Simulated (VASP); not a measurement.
# GW on MgS (Niningerite), part 3 of 5

Aim: the quasiparticle gap of MgS (Niningerite), and what it costs to get it. The cell is of the rock-salt type, one of the forms listed for this formula. The start is a cell from a database of measured crystal structures.

VASP 6.6.1, plane waves and PAW; the level of theory is named at each step.

So far, quasiparticle gap on the mesh (eV): step 4 (evGW0) 4.62. Also gap on the k-mesh (eV): step 3 (empty bands, functional PBE) 2.75.

### Step 5. evGW

This step: evGW on PBE; plane waves and PAW (S_GW, Mg_GW) (VASP 6.6.1).

The levels are updated in both G and W; wider gaps weaken the screening and open the gap further.

INCAR

```
SYSTEM = MgS
PREC = Accurate
ENCUT = 300
ISMEAR = 0
SIGMA = 0.01
LREAL = .FALSE.
GGA = PE
NBANDS = 232
ALGO = EVGW
NELMGW = 4
ENCUTGW = 200
NOMEGA = 64
PRECFOCK = Fast
NBANDSGW = 16
LWAVE = .FALSE.
LCHARG = .FALSE.
```

POSCAR

```
MgS
1.0
    0.0000000000      2.6016500000      2.6016500000
    2.6016500000      0.0000000000      2.6016500000
    2.6016500000      2.6016500000      0.0000000000
S Mg
1 1
Direct
    0.5000000000      0.5000000000      0.5000000000
    0.0000000000      0.0000000000      0.0000000000
```

KPOINTS

```
Automatic mesh
0
Gamma
4 4 4
0 0 0
```

PAW data sets: S_GW and Mg_GW (PBE family, release 64).

Started as:

```
> mpirun -np 8 vasp_std
```

What it wrote:

```text
[banner, memory and clock lines left out]
running    8 mpi-ranks, on    1 nodes
 distrk:  each k-point on    8 cores,    1 groups
 distr:  one band on    1 cores,    8 groups

 POSCAR found type information on POSCAR S Mg
 POSCAR found :  2 types and       2 ions
 [... a notice as in an earlier step ...]

 [... a notice as in an earlier step ...]

 LDA part: xc-table for (Slater+PW92), standard interpolation
 found WAVECAR, reading the header
 POSCAR, INCAR and KPOINTS ok, starting setup
 FFT: planning ... GRIDC
 FFT: planning ... GRID_SOFT
 FFT: planning ... GRID
 reading WAVECAR
 the WAVECAR file was read successfully
 initial charge from wavefunction
 available memory per node:     58.25 GB, setting MAXMEM to     59651

 The Fermi energy was updated, please check that it is located mid-gap
 values below the HOMO (VB) or above the LUMO (CB) will cause erroneous energies
 E-fermi :   5.1451

 calculate exact exchange contribution
 the WAVEDER file was read successfully
energies w=
    0.000    0.000    0.515    0.000    1.028    0.000    1.539    0.000
    2.047    0.000    2.551    0.000    3.049    0.000    3.541    0.000
    4.027    0.000    4.507    0.000    4.980    0.000    5.446    0.000
    5.906    0.000    6.360    0.000    6.808    0.000    7.251    0.000
    7.689    0.000    8.124    0.000    8.555    0.000    8.984    0.000
    9.411    0.000    9.838    0.000   10.265    0.000   10.693    0.000
   11.124    0.000   11.559    0.000   11.998    0.000   12.443    0.000
   12.896    0.000   13.358    0.000   13.830    0.000   14.315    0.000
   14.814    0.000   15.330    0.000   15.865    0.000   16.422    0.000
   17.002    0.000   17.612    0.000   18.254    0.000   18.933    0.000
   19.654    0.000   20.423    0.000   21.248    0.000   22.138    0.000
   23.102    0.000   24.153    0.000   25.306    0.000   26.581    0.000
   27.998    0.000   29.588    0.000   31.387    0.000   33.441    0.000
   35.813    0.000   38.585    0.000   41.869    0.000   45.826    0.000
   50.682    0.000   56.785    0.000   64.681    0.000   75.281    0.000
   90.243    0.000  112.913    0.000  151.228    0.000  229.673    0.000
 responsefunction array rank=     232
 LDA part: xc-table for (Slater+PW92), standard interpolation

 min. memory requirement per mpi rank    124.2 MB, per node    993.2 MB

 allocating   8 responsefunctions rank=   232
 shmem allocating  64 responsefunctions rank=   232
 response function shared by NCSHMEM nodes    1
 Doing            8  frequencies on each core in blocks of           64
NQ=   1    0.0000    0.0000    0.0000,
|.........|.........|.........|.........|.........|.........|.........|.........
 performed        176000 updates of chi_q(r,r)
 total number of BLAS operations         73.89 Gflops
NQ=   2    0.2500    0.0000    0.0000,
|.........|.........|.........|.........|.........|.........|.........|.........
 performed        619000 updates of chi_q(r,r)
 total number of BLAS operations        250.29 Gflops
NQ=   3    0.5000    0.0000    0.0000,
|.........|.........|.........|.........|.........|.........|.........|.........
 performed        928000 updates of chi_q(r,r)
 total number of BLAS operations        379.11 Gflops
NQ=   4    0.2500    0.2500    0.0000,
|.........|.........|.........|.........|.........|.........|.........|.........
 performed       1319000 updates of chi_q(r,r)
 total number of BLAS operations        527.92 Gflops
NQ=   5    0.5000    0.2500    0.0000,
|.........|.........|.........|.........|.........|.........|.........|.........
 performed       1881000 updates of chi_q(r,r)
 total number of BLAS operations        757.63 Gflops
NQ=   6   -0.2500    0.2500    0.0000,
|.........|.........|.........|.........|.........|.........|.........|.........
 performed       2368000 updates of chi_q(r,r)
 total number of BLAS operations        950.01 Gflops
NQ=   7    0.5000    0.5000    0.0000,
|.........|.........|.........|.........|.........|.........|.........|.........
 performed       2648000 updates of chi_q(r,r)
 total number of BLAS operations       1060.43 Gflops
NQ=   8   -0.2500    0.5000    0.2500,
|.........|.........|.........|.........|.........|.........|.........|.........
 performed       3046000 updates of chi_q(r,r)
 total number of BLAS operations       1220.53 Gflops
 resolving degeneracies of screened two electron integrals

 calculate QP shifts <psi_nk| G(iteration)W_0 |psi_nk>: iteration 1
 allocating   8 responsefunctions rank=   232
 shmem allocating  64 responsefunctions rank=   232
 response function shared by NCSHMEM nodes    1
 Doing            8  frequencies on each core in blocks of           64
NQ=   1    0.0000    0.0000    0.0000,
|.........|.........|.........|.........|.........|.........|.........|.........
 performed        176000 updates of chi_q(r,r)
 total number of BLAS operations         73.89 Gflops
NQ=   2    0.2500    0.0000    0.0000,
|.........|.........|.........|.........|.........|.........|.........|.........
 performed        619000 updates of chi_q(r,r)
 total number of BLAS operations        250.29 Gflops
NQ=   3    0.5000    0.0000    0.0000,
|.........|.........|.........|.........|.........|.........|.........|.........
 performed        928000 updates of chi_q(r,r)
 total number of BLAS operations        379.11 Gflops
NQ=   4    0.2500    0.2500    0.0000,
|.........|.........|.........|.........|.........|.........|.........|.........
 performed       1319000 updates of chi_q(r,r)
 total number of BLAS operations        527.92 Gflops
NQ=   5    0.5000    0.2500    0.0000,
|.........|.........|.........|.........|.........|.........|.........|.........
 performed       1881000 updates of chi_q(r,r)
 total number of BLAS operations        757.63 Gflops
NQ=   6   -0.2500    0.2500    0.0000,
|.........|.........|.........|.........|.........|.........|.........|.........
 performed       2368000 updates of chi_q(r,r)
 total number of BLAS operations        950.01 Gflops
NQ=   7    0.5000    0.5000    0.0000,
|.........|.........|.........|.........|.........|.........|.........|.........
 performed       2648000 updates of chi_q(r,r)
 total number of BLAS operations       1060.43 Gflops
NQ=   8   -0.2500    0.5000    0.2500,
|.........|.........|.........|.........|.........|.........|.........|.........
 performed       3046000 updates of chi_q(r,r)
 total number of BLAS operations       1220.53 Gflops
 resolving degeneracies of screened two electron integrals

 calculate QP shifts <psi_nk| G(iteration)W_0 |psi_nk>: iteration 2
 allocating   8 responsefunctions rank=   232
 shmem allocating  64 responsefunctions rank=   232
 response function shared by NCSHMEM nodes    1
 Doing            8  frequencies on each core in blocks of           64
NQ=   1    0.0000    0.0000    0.0000,
|.........|.........|.........|.........|.........|.........|.........|.........
 performed        176000 updates of chi_q(r,r)
 total number of BLAS operations         73.89 Gflops
NQ=   2    0.2500    0.0000    0.0000,
|.........|.........|.........|.........|.........|.........|.........|.........
 performed        619000 updates of chi_q(r,r)
 total number of BLAS operations        250.29 Gflops
NQ=   3    0.5000    0.0000    0.0000,
|.........|.........|.........|.........|.........|.........|.........|.........
 performed        928000 updates of chi_q(r,r)
 total number of BLAS operations        379.11 Gflops
NQ=   4    0.2500    0.2500    0.0000,
|.........|.........|.........|.........|.........|.........|.........|.........
 performed       1319000 updates of chi_q(r,r)
 total number of BLAS operations        527.92 Gflops
NQ=   5    0.5000    0.2500    0.0000,
|.........|.........|.........|.........|.........|.........|.........|.........
 performed       1881000 updates of chi_q(r,r)
 total number of BLAS operations        757.63 Gflops
NQ=   6   -0.2500    0.2500    0.0000,
|.........|.........|.........|.........|.........|.........|.........|.........
 performed       2368000 updates of chi_q(r,r)
 total number of BLAS operations        950.01 Gflops
NQ=   7    0.5000    0.5000    0.0000,
|.........|.........|.........|.........|.........|.........|.........|.........
 performed       2648000 updates of chi_q(r,r)
 total number of BLAS operations       1060.43 Gflops
NQ=   8   -0.2500    0.5000    0.2500,
|.........|.........|.........|.........|.........|.........|.........|.........
 performed       3046000 updates of chi_q(r,r)
 total number of BLAS operations       1220.53 Gflops
 resolving degeneracies of screened two electron integrals

 calculate QP shifts <psi_nk| G(iteration)W_0 |psi_nk>: iteration 3
 allocating   8 responsefunctions rank=   232
 shmem allocating  64 responsefunctions rank=   232
 response function shared by NCSHMEM nodes    1
 Doing            8  frequencies on each core in blocks of           64
NQ=   1    0.0000    0.0000    0.0000,
|.........|.........|.........|.........|.........|.........|.........|.........
 performed        176000 updates of chi_q(r,r)
 total number of BLAS operations         73.89 Gflops
NQ=   2    0.2500    0.0000    0.0000,
|.........|.........|.........|.........|.........|.........|.........|.........
 performed        619000 updates of chi_q(r,r)
 total number of BLAS operations        250.29 Gflops
NQ=   3    0.5000    0.0000    0.0000,
|.........|.........|.........|.........|.........|.........|.........|.........
 performed        928000 updates of chi_q(r,r)
 total number of BLAS operations        379.11 Gflops
NQ=   4    0.2500    0.2500    0.0000,
|.........|.........|.........|.........|.........|.........|.........|.........
 performed       1319000 updates of chi_q(r,r)
 total number of BLAS operations        527.92 Gflops
NQ=   5    0.5000    0.2500    0.0000,
|.........|.........|.........|.........|.........|.........|.........|.........
 performed       1881000 updates of chi_q(r,r)
 total number of BLAS operations        757.63 Gflops
NQ=   6   -0.2500    0.2500    0.0000,
|.........|.........|.........|.........|.........|.........|.........|.........
 performed       2368000 updates of chi_q(r,r)
 total number of BLAS operations        950.01 Gflops
NQ=   7    0.5000    0.5000    0.0000,
|.........|.........|.........|.........|.........|.........|.........|.........
 performed       2648000 updates of chi_q(r,r)
 total number of BLAS operations       1060.43 Gflops
NQ=   8   -0.2500    0.5000    0.2500,
|.........|.........|.........|.........|.........|.........|.........|.........
 performed       3046000 updates of chi_q(r,r)
 total number of BLAS operations       1220.53 Gflops
 resolving degeneracies of screened two electron integrals

 calculate QP shifts <psi_nk| G(iteration)W_0 |psi_nk>: iteration 4
 entering main loop
```

Wall time 81 s (8 MPI ranks of Intel Xeon Platinum 8259CL at 2.50GHz (Skylake/Cascade Lake), shared host); peak memory 1.7 GiB.

Parts of OUTCAR (step 5):

```text
   NELECT =       8.0000    total number of electrons

 E-fermi :   5.1451

 QP shifts <psi_nk| G(iteration)W_0 |psi_nk>: iteration 2
 k-point   1 :       0.0000    0.0000    0.0000
  band No. old QP-enery  QP-energies   sigma(KS)   T+V_ion+V_H  V^pw_x(r,r')   Z            occupation Imag(sigma)
      1      -9.8385     -10.3042     -14.1418       3.6894     -20.8484       0.7586       2.0000       1.1611
      2       2.6986       2.4063     -14.7365      17.0691     -16.2922       0.7987       2.0000       0.0218
      3       2.6986       2.4063     -14.7365      17.0691     -16.2922       0.7987       2.0000       0.0218
      4       2.6986       2.4063     -14.7365      17.0691     -16.2922       0.7987       2.0000       0.0218
      5       7.9312       8.0976      -9.3363      17.4707      -5.3349       0.8188       0.0000      -0.0560
      6      12.1910      12.3949      -8.5785      21.0202      -4.2219       0.8135       0.0000      -0.0596
      7      12.1910      12.3949      -8.5785      21.0202      -4.2219       0.8135       0.0000      -0.0596
      8      12.1910      12.3949      -8.5785      21.0202      -4.2219       0.8135       0.0000      -0.0596
    ...

 k-point   2 :       0.2500    0.0000    0.0000
  band No. old QP-enery  QP-energies   sigma(KS)   T+V_ion+V_H  V^pw_x(r,r')   Z            occupation Imag(sigma)
      1      -9.2199      -9.6726     -14.4042       4.5539     -20.9528       0.7181       2.0000       0.9585
      2      -0.1806      -0.5682     -13.2357      12.5582     -15.4036       0.7799       2.0000       0.0348
      3       2.3595       2.0550     -14.5637      16.5402     -16.1831       0.7951       2.0000       0.0251
      4       2.3595       2.0550     -14.5637      16.5402     -16.1831       0.7951       2.0000       0.0251
      5       9.1275       9.2987      -8.9218      18.2585      -4.8546       0.8186       0.0000      -0.0575
      6      12.1131      12.3409      -8.6241      21.0190      -4.2118       0.8086       0.0000      -0.0623
      7      12.1131      12.3409      -8.6241      21.0190      -4.2118       0.8086       0.0000      -0.0623
      8      12.5754      12.8153      -9.8516      22.7286      -5.1803       0.7954       0.0000      -0.0670
    ...

 QP shifts <psi_nk| G(iteration)W_0 |psi_nk>: iteration 3
 k-point   1 :       0.0000    0.0000    0.0000
  band No. old QP-enery  QP-energies   sigma(KS)   T+V_ion+V_H  V^pw_x(r,r')   Z            occupation Imag(sigma)
      1     -10.3042     -10.4837     -14.2372       3.6894     -20.8484       0.7367       2.0000       1.0714
      2       2.4063       2.3264     -14.7623      17.0691     -16.2922       0.8037       2.0000       0.0245
      3       2.4063       2.3264     -14.7623      17.0691     -16.2922       0.8037       2.0000       0.0245
      4       2.4063       2.3264     -14.7623      17.0691     -16.2922       0.8037       2.0000       0.0245
      5       8.0976       8.1531      -9.3057      17.4707      -5.3349       0.8245       0.0000      -0.0529
      6      12.3949      12.4691      -8.5349      21.0202      -4.2219       0.8205       0.0000      -0.0566
      7      12.3949      12.4691      -8.5349      21.0202      -4.2219       0.8205       0.0000      -0.0566
      8      12.3949      12.4691      -8.5349      21.0202      -4.2219       0.8205       0.0000      -0.0566
    ...

 QP shifts <psi_nk| G(iteration)W_0 |psi_nk>: iteration 4
 k-point   1 :       0.0000    0.0000    0.0000
  band No. old QP-enery  QP-energies   sigma(KS)   T+V_ion+V_H  V^pw_x(r,r')   Z            occupation Imag(sigma)
      1     -10.4837     -10.5530     -14.2672       3.6894     -20.8484       0.7366       2.0000       1.0534
      2       2.3264       2.3048     -14.7694      17.0691     -16.2922       0.8086       2.0000       0.0232
      3       2.3264       2.3048     -14.7694      17.0691     -16.2922       0.8086       2.0000       0.0232
      4       2.3264       2.3048     -14.7694      17.0691     -16.2922       0.8086       2.0000       0.0232
      5       8.1531       8.1720      -9.2946      17.4707      -5.3349       0.8240       0.0000      -0.0512
      6      12.4691      12.4942      -8.5205      21.0202      -4.2219       0.8205       0.0000      -0.0553
      7      12.4691      12.4942      -8.5205      21.0202      -4.2219       0.8205       0.0000      -0.0553
      8      12.4691      12.4942      -8.5205      21.0202      -4.2219       0.8205       0.0000      -0.0553
    ...

[... 16 parts as in an earlier step ...]

[... 22 further parts left out ...]
```

This step gave:

| Quantity | Value |
| --- | --- |
| quasiparticle gap on the mesh | 4.959 eV |
| smallest direct quasiparticle gap on the mesh | 5.867 eV |

QP gap by iteration, by row:

```
iteration  gap (eV)  direct gap (eV)
        1     4.347            5.233
        2     4.791            5.691
        3      4.92            5.827
        4     4.959            5.867
```

GW takes the gap from 2.751 to 4.959 eV. That is +340 meV against evGW0 on PBE. The last pass still moved it by +39 meV. The value holds for 232 bands, ENCUTGW = 200 eV and this mesh, and isn't shown to be converged in them.

[end of part 3 of 5]

[Lines on the potential files, build, host, timing and source positions are cut from VASP's logs without a mark.]

[Logs are printed without paths, hosts, clocks, repeated set-up lines and the standing remarks that a program may print on its own settings, such as how far it seeks lower states.]

[Hosts, paths, dates, database ids (printed as entryN), source tags and the programs' standing remarks are cut or masked in the printed files.]

[Pressures printed for these runs are not shown converged in the cutoff: they can be off by several GPa and have the wrong sign.]
